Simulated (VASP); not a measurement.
# PtSe2 (Sudovikovite): Pt into a neighbouring Pt vacancy, part 4 of 4

Aim: the barrier for one hop in PtSe2 (Sudovikovite): Pt into a neighbouring Pt vacancy. The start is a cell from a database of measured crystal structures.

VASP 6.6.1; PBEsol; plane waves and PAW (Pt, Se).

So far. Step 3 (Relax the start): The run ended after 11 ionic steps, 0.481 eV below its first step, once the forces on the free atoms met EDIFFG = -0.05. Step 4 (Relax the end): The run ended after 12 ionic steps, 0.495 eV below its first step, once the forces on the free atoms met EDIFFG = -0.05.

The database entry behind the starting cell has ideal inner coordinates that were not refined, so it need not match the best structure at ambient conditions.

## 5. Nudged elastic band

Images on a straight line between the ends relax across the path, while springs keep them spaced along it.

INCAR

```
SYSTEM = Pt7Se16
PREC = Normal
ENCUT = 280
EDIFF = 1E-05
NELM = 120
ISMEAR = 1
SIGMA = 0.15
LREAL = Auto
ALGO = Fast
GGA = PS
NBANDS = 106
LASPH = .TRUE.
LWAVE = .FALSE.
LCHARG = .FALSE.
IMAGES = 3
SPRING = -5
IBRION = 3
POTIM = 0.15
NSW = 60
EDIFFG = -0.05
ISYM = 0
ISIF = 0
SMASS = 1
```

POSCAR

```
Pt7Se16
1.0
    7.5082780074      0.0000000000      0.0000000000
   -3.7541390036      6.5023594930      0.0000000000
    0.0000000000      0.0000000000      9.7320922396
Pt Se
7 16
Direct
    0.0004211285      0.0005146447      0.4998912276
    0.9988343648      0.4988639922      0.9998493349
    0.0002150492      0.5005516479      0.4999011833
    0.4991117685      0.9992003957      0.9998502905
    0.5003450706      0.0002712372      0.4999606580
    0.4989564401      0.4990210864      0.0000532271
    0.5004219729      0.5003743456      0.4999028117
    0.3386244701      0.1694974878      0.3730968427
    0.3454962172      0.1723710654      0.8645414463
    0.3322361279      0.6650410205      0.3435154672
    0.3327462872      0.6661330195      0.8685143796
    0.8314780486      0.1693972510      0.3730688680
    0.8240950184      0.1736229227      0.8630830391
    0.8315001477      0.6626795968      0.3728934308
    0.8229171005      0.6471535192      0.8624165499
    0.1745961218      0.3501669372      0.1368129731
    0.1694803149      0.3380633649      0.6266870467
    0.1734487386      0.8246587936      0.1359846821
    0.1698142913      0.8318263478      0.6266607095
    0.6654776003      0.3322434434      0.1312444520
    0.6679792395      0.3349100348      0.6562821212
    0.6508789659      0.8252366259      0.1361405089
    0.6624841382      0.8316162130      0.6264805164
```

KPOINTS

```
Automatic mesh
0
Gamma
3 3 2
0 0 0
```

00/POSCAR

```
Pt7Se16
1.0
    7.5082780074      0.0000000000      0.0000000000
   -3.7541390036      6.5023594930      0.0000000000
    0.0000000000      0.0000000000      9.7320922396
Pt Se
7 16
Direct
    0.0004211285      0.0005146447      0.4998912276
    0.9988343648      0.4988639922      0.9998493349
    0.0002150492      0.5005516479      0.4999011833
    0.4991117685      0.9992003957      0.9998502905
    0.5003450706      0.0002712372      0.4999606580
    0.4989564401      0.4990210864      0.0000532271
    0.5004219729      0.5003743456      0.4999028117
    0.3386244701      0.1694974878      0.3730968427
    0.3454962172      0.1723710654      0.8645414463
    0.3322361279      0.6650410205      0.3435154672
    0.3327462872      0.6661330195      0.8685143796
    0.8314780486      0.1693972510      0.3730688680
    0.8240950184      0.1736229227      0.8630830391
    0.8315001477      0.6626795968      0.3728934308
    0.8229171005      0.6471535192      0.8624165499
    0.1745961218      0.3501669372      0.1368129731
    0.1694803149      0.3380633649      0.6266870467
    0.1734487386      0.8246587936      0.1359846821
    0.1698142913      0.8318263478      0.6266607095
    0.6654776003      0.3322434434      0.1312444520
    0.6679792395      0.3349100348      0.6562821212
    0.6508789659      0.8252366259      0.1361405089
    0.6624841382      0.8316162130      0.6264805164
```

01/POSCAR

```
Pt7Se16
1.0
    7.5082780074      0.0000000000      0.0000000000
   -3.7541390036      6.5023594930      0.0000000000
    0.0000000000      0.0000000000      9.7320922396
Pt Se
7 16
Direct
    0.0004797164      0.0004535276      0.4997584634
    0.9991927992      0.3741898807      0.9996387200
    0.0004293098      0.5005925327      0.4997302540
    0.4994069641      0.9994276655      0.9996557459
    0.5005004316      0.0003193409      0.4997947084
    0.4993118895      0.4992850479     -0.0001302915
    0.5005204899      0.5003559419      0.4996977448
    0.3376499922      0.1689946255      0.3656444963
    0.3425131431      0.1709796614      0.8653305712
    0.3338056816      0.6661425902      0.3505844139
    0.3373900159      0.6684313326      0.8669004570
    0.8316393791      0.1677225594      0.3728628477
    0.8244587083      0.1679122980      0.8628965786
    0.8317369054      0.6644053963      0.3726488889
    0.8236047807      0.6540635581      0.8624852977
    0.1747064905      0.3438573848      0.1365576246
    0.1695110814      0.3364270453      0.6265684606
    0.1735648401      0.8303271704      0.1355988543
    0.1698048056      0.8334615201      0.6265499490
    0.6611446845      0.3301342830      0.1325916386
    0.6668524035      0.3341582567      0.6487834836
    0.6549623875      0.8273661155      0.1346570250
    0.6634960801      0.8318739936      0.6336239644
```

02/POSCAR

```
Pt7Se16
1.0
    7.5082780074      0.0000000000      0.0000000000
   -3.7541390036      6.5023594930      0.0000000000
    0.0000000000      0.0000000000      9.7320922396
Pt Se
7 16
Direct
    0.0005383044      0.0003924105      0.4996256993
    0.9995512335      0.2495157692      0.9994281050
    0.0006435704      0.5006334176      0.4995593248
    0.4997021596      0.9996549352      0.9994612014
    0.5006557925      0.0003674446      0.4996287588
    0.4996673390      0.4995490095     -0.0003138102
    0.5006190069      0.5003375381      0.4994926779
    0.3366755144      0.1684917632      0.3581921500
    0.3395300690      0.1695882573      0.8661196961
    0.3353752352      0.6672441599      0.3576533607
    0.3420337447      0.6707296456      0.8652865344
    0.8318007096      0.1660478678      0.3726568274
    0.8248223982      0.1622016732      0.8627101180
    0.8319736631      0.6661311958      0.3724043470
    0.8242924608      0.6609735969      0.8625540455
    0.1748168592      0.3375478323      0.1363022760
    0.1695418478      0.3347907257      0.6264498745
    0.1736809416      0.8359955471      0.1352130264
    0.1697953199      0.8350966924      0.6264391884
    0.6568117686      0.3280251226      0.1339388252
    0.6657255676      0.3334064786      0.6412848461
    0.6590458091      0.8294956050      0.1331735412
    0.6645080220      0.8321317743      0.6407674124
```

03/POSCAR

```
Pt7Se16
1.0
    7.5082780074      0.0000000000      0.0000000000
   -3.7541390036      6.5023594930      0.0000000000
    0.0000000000      0.0000000000      9.7320922396
Pt Se
7 16
Direct
    0.0005968924      0.0003312934      0.4994929352
    0.9999096678      0.1248416577      0.9992174901
    0.0008578309      0.5006743024      0.4993883956
    0.4999973552      0.9998822050      0.9992666568
    0.5008111534      0.0004155484      0.4994628093
    0.5000227884      0.4998129710     -0.0004973288
    0.5007175239      0.5003191344      0.4992876110
    0.3357010365      0.1679889009      0.3507398036
    0.3365469949      0.1681968532      0.8669088210
    0.3369447889      0.6683457295      0.3647223074
    0.3466774734      0.6730279587      0.8636726118
    0.8319620400      0.1643731761      0.3724508071
    0.8251860881      0.1564910485      0.8625236574
    0.8322104207      0.6678569953      0.3721598050
    0.8249801410      0.6678836358      0.8626227933
    0.1749272279      0.3312382799      0.1360469275
    0.1695726142      0.3331544061      0.6263312884
    0.1737970432      0.8416639238      0.1348271986
    0.1697858341      0.8367318646      0.6263284279
    0.6524788528      0.3259159623      0.1352860118
    0.6645987316      0.3326547005      0.6337862086
    0.6631292307      0.8316250946      0.1316900573
    0.6655199639      0.8323895550      0.6479108605
```

04/POSCAR

```
Pt7Se16
1.0
    7.5082780074      0.0000000000      0.0000000000
   -3.7541390036      6.5023594930      0.0000000000
    0.0000000000      0.0000000000      9.7320922396
Pt Se
7 16
Direct
    0.0006554803      0.0002701763      0.4993601710
    1.0002681022      0.0001675462      0.9990068752
    0.0010720915      0.5007151872      0.4992174663
    0.5002925508      1.0001094748      0.9990721122
    0.5009665144      0.0004636521      0.4992968597
    0.5003782378      0.5000769326     -0.0006808475
    0.5008160409      0.5003007306      0.4990825441
    0.3347265586      0.1674860386      0.3432874573
    0.3335639208      0.1668054492      0.8676979459
    0.3385143426      0.6694472992      0.3717912542
    0.3513212021      0.6753262718      0.8620586892
    0.8321233705      0.1626984845      0.3722447868
    0.8255497780      0.1507804238      0.8623371969
    0.8324471784      0.6695827948      0.3719152631
    0.8256678212      0.6747936747      0.8626915411
    0.1750375966      0.3249287275      0.1357915790
    0.1696033807      0.3315180865      0.6262127023
    0.1739131447      0.8473323006      0.1344413708
    0.1697763484      0.8383670369      0.6262176674
    0.6481459370      0.3238068019      0.1366331984
    0.6634718956      0.3319029224      0.6262875710
    0.6672126523      0.8337545841      0.1302065734
    0.6665319058      0.8326473356      0.6550543085
```

The projector-augmented-wave data sets are Pt and Se (PBE family, release 64).

The run is started by

```console
$ mpirun -np 3 vasp_std
```

Output:

```text
[banner, memory and clock lines left out]
running    3 mpi-ranks, on    1 nodes
 each image running on    1 cores
[...]
01/POSCAR found :  2 types and      23 ions
 [... a notice as in an earlier step ...]

 LDA part: xc-table for (Slater+PW92), standard interpolation
[...]
00/POSCAR found :  2 types and      23 ions
[...]
04/POSCAR found :  2 types and      23 ions
 POSCAR, INCAR and KPOINTS ok, starting setup
[...]
entering main loop
       N       E                     dE             d eps       ncg     rms          rms(c)
DAV:   1     0.679229001852E+03    0.67923E+03   -0.51838E+04  2120   0.850E+02
DAV:   2    -0.671166832811E+02   -0.74635E+03   -0.71440E+03  2554   0.206E+02
DAV:   3    -0.116516527205E+03   -0.49400E+02   -0.47827E+02  2400   0.529E+01
DAV:   4    -0.117503158439E+03   -0.98663E+00   -0.97920E+00  2488   0.769E+00
[...]
RMM:  13    -0.111655660717E+03   -0.52621E-04   -0.62417E-04  2265   0.542E-02    0.518E-02
RMM:  14    -0.111655657101E+03    0.36156E-05   -0.12595E-04  2048   0.260E-02    0.223E-02
RMM:  15    -0.111655656869E+03    0.23276E-06   -0.30228E-05  1480   0.119E-02
   1 F= -.11165566E+03 E0= -.11165893E+03  d E =-.111656E+03
[... from here on, the cycles between the ionic steps are left out ...]
   2 F= -.11499585E+03 E0= -.11499715E+03  d E =-.334019E+01
   6 F= -.11519867E+03 E0= -.11519852E+03  d E =-.614209E-01
  11 F= -.11556244E+03 E0= -.11555967E+03  d E =-.584407E-01
  16 F= -.11575203E+03 E0= -.11574816E+03  d E =-.277612E-01
  21 F= -.11585827E+03 E0= -.11585576E+03  d E =-.187509E-01
  26 F= -.11594950E+03 E0= -.11594852E+03  d E =-.186998E-01
  31 F= -.11605237E+03 E0= -.11605227E+03  d E =-.219140E-01
  36 F= -.11617190E+03 E0= -.11617242E+03  d E =-.249814E-01
  41 F= -.11629701E+03 E0= -.11629820E+03  d E =-.245488E-01
  46 F= -.11641009E+03 E0= -.11641223E+03  d E =-.212924E-01
  51 F= -.11651052E+03 E0= -.11651368E+03  d E =-.196582E-01
  56 F= -.11661099E+03 E0= -.11661495E+03  d E =-.206938E-01
  59 F= -.11667591E+03 E0= -.11668011E+03  d E =-.221501E-01
  60 F= -.11669865E+03 E0= -.11670289E+03  d E =-.227394E-01
damped:  g(F)=  0.205E-01 g(S)=  0.000E+00 dE (1.order)=-0.409E-01
```

Run time: 28 min. Hardware: 3 MPI ranks of Intel Xeon 6975P-C (Granite Rapids), shared host; peak memory 0.82 GiB.

OUTCAR, selected parts (step 5):

```text
  tangential force (eV/A)        -2.303428
  left and right image   1.743662  1.829283 A

  tangential force (eV/A)        -2.258003
  left and right image   1.752828  1.841887 A

 k-point     1 :       0.0000    0.0000    0.0000
  band No.  band energies     occupation
    ...
     79       4.9268      2.00000
     80       5.0816      2.00000
     81       5.3850      2.00043
     82       5.3976      2.00066
     83       5.5583      2.03793
     84       5.9669     -0.05656
     85       6.5928     -0.00000
     86       6.6600     -0.00000
     87       6.7822     -0.00000
     88       6.7883     -0.00000
    ...

 POSITION                                       TOTAL-FORCE (eV/Angst)
 -----------------------------------------------------------------------------------
      0.07232     -0.11881      4.85397         0.021465     -0.038894     -0.001366
      6.00605      2.61823      9.72003        -0.894129      1.546601      0.002352
     -1.82947      3.17587      4.85454         0.055338     -0.098040     -0.000932
     -0.04611      6.14122      9.68749         0.268125      0.107387      0.029101
      3.85080     -0.09395      4.89616         0.003144     -0.095627     -0.083363
      2.22756      3.11865      9.74979        -0.218305     -0.179843     -0.025229
      1.91693      3.12368      4.81264         0.082359     -0.054438      0.083030
      1.98853      0.90700      3.59953         0.068572      0.111171      0.140757
      1.69481      0.85014      8.77584         0.329700     -0.129968     -0.024693
     -0.03212      4.22893      3.46667         0.107078     -0.242468     -0.259108
      0.19992      3.92425      8.48865         0.162404      0.332100     -0.278294
      5.68955      0.96889      3.61418         0.044384     -0.034338     -0.014477
      5.41413      0.70602      8.22175         0.567983      0.271416      0.468560
      3.75640      4.21672      3.56061         0.093162     -0.073543      0.065827
[...]
-----------------------------------------------------------------------------------
    total drift:                                0.005043      0.001812     -0.015339

  FREE ENERGIE OF THE ION-ELECTRON SYSTEM (eV)
  ---------------------------------------------------
  free  energy   TOTEN  =      -116.6986496448 eV

  energy  without entropy=     -116.7113777514  energy(sigma->0) =     -116.70289235

  tangential force (eV/A)        -2.209789
  left and right image   1.761735  1.854500 A

[... 5 parts as in an earlier step ...]

[... 10 further parts left out ...]
[key lines of the parts left out:]
E-fermi :   5.8119
```

CONTCAR:

```
Pt7Se16
   1.00000000000000
     7.5082780074000004    0.0000000000000000    0.0000000000000000
    -3.7541390036000002    6.5023594930000002    0.0000000000000000
     0.0000000000000000    0.0000000000000000    9.7320922396000000
  Pt              Se
     7    16
Direct
     0.0004960487630454   -0.0182718866006047    0.4987590560098233
     1.0012527798135697    0.4026587571056917    0.9987609044125052
     0.0005493488462387    0.4884188385517157    0.4988182060583811
     0.4660892117657020    0.9444596936843791    0.9954169062982104
     0.5056496697170643   -0.0144480425407981    0.5030939445503603
     0.5364900693433793    0.4796178381476245    1.0018185131843240
     0.4955049139826762    0.4803923532182690    0.4945122584143377
     0.3345895014190823    0.1394879702977112    0.3698622440567995
     0.2910968424213946    0.1307433325397045    0.9017423678125305
     0.3209059835524601    0.6503683566056074    0.3562105830989107
     0.3283822274746555    0.6035114935753323    0.8722324158753991
     0.8322732795470884    0.1490063154783085    0.3713672136166860
     0.7753779664645533    0.1085784564863129    0.8448082613903501
     0.8245467001346168    0.6484901126891116    0.3658629384667048
     0.8559022236672076    0.6031543984892491    0.8694074297413642
     0.2266741984372276    0.3329724484878000    0.1520892057856792
     0.1689686592415795    0.3174126685569849    0.6260021638780021
     0.1479087966574429    0.7481501374051476    0.1290425697899081
     0.1763662125920873    0.8245500287934125    0.6318966762849917
     0.6738878131529729    0.2763825656872303    0.1250894623913898
     0.6802681261151388    0.3290377088381041    0.6414870342900073
     0.7120712484230585    0.8413062941257720    0.0949092778541659
     0.6665049099857975    0.8053401235226937    0.6277016790755088
```

The band used up its steps before its forces met the threshold, so no barrier is taken from it.

## 6. What came out

```json
{
 "result": "none"
}
```

The session ends without its result: «nudged elastic band» used up its steps.

[Lines on the potential files, build, host, timing and source positions are cut from VASP's logs without a mark.]

[Logs are printed without paths, hosts, clocks, repeated set-up lines and the standing remarks that a program may print on its own settings, such as how far it seeks lower states.]

[Hosts, paths, dates, database ids (printed as entryN), source tags and the programs' standing remarks are cut or masked in the printed files.]

[Runs that stopped without an error message from VASP are left out.]
